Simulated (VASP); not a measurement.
OSZICAR of a VASP run on Ti (hcp):

File OSZICAR:
```
       N       E                     dE             d eps       ncg     rms          rms(c)
DAV:   1     0.225006927736E+03    0.22501E+03   -0.12053E+04  2728   0.160E+03
DAV:   2     0.913319929584E+01   -0.21587E+03   -0.21462E+03  2832   0.454E+02
DAV:   3    -0.166774598941E+02   -0.25811E+02   -0.25588E+02  5272   0.128E+02
DAV:   4    -0.176767994086E+02   -0.99934E+00   -0.99930E+00  2776   0.264E+01
DAV:   5    -0.177262974667E+02   -0.49498E-01   -0.49498E-01  4392   0.416E+00    0.120E+01
DAV:   6    -0.156585405763E+02    0.20678E+01   -0.77335E+00  3176   0.324E+01    0.304E+00
DAV:   7    -0.156393195438E+02    0.19221E-01   -0.80489E-01  4048   0.763E+00    0.203E+00
DAV:   8    -0.156632161135E+02   -0.23897E-01   -0.20709E-01  3160   0.611E+00    0.692E-01
DAV:   9    -0.156541475752E+02    0.90685E-02   -0.52741E-02  3208   0.259E+00    0.493E-02
DAV:  10    -0.156542986550E+02   -0.15108E-03   -0.18647E-03  4200   0.338E-01    0.779E-02
DAV:  11    -0.156543588066E+02   -0.60152E-04   -0.15526E-04  3144   0.105E-01    0.218E-02
DAV:  12    -0.156543489677E+02    0.98389E-05   -0.31970E-05  3800   0.391E-02    0.763E-03
DAV:  13    -0.156543491309E+02   -0.16321E-06   -0.92873E-07  2048   0.122E-02
   1 F= -.15654349E+02 E0= -.15654273E+02  d E =-.156543E+02
```

**Question.** Which electronic solver shows in the log?

**Answer.** It is blocked Davidson (ALGO = Normal, or the opening steps of other solvers). The INCAR had ALGO = Normal.

**Question.** Can the final energy be trusted as converged?

**Answer.** Self-consistency was reached. It stopped with EDIFF = 1E-6, NELM = 100, NSW = 60 and EDIFFG = -0.01 after 1 ionic step (PBE GGA, plane waves, VASP's PBE PAW potentials (set 64)).

The compound is Ti in the hcp structure. It was relaxed first. The start is the result of an earlier pass.
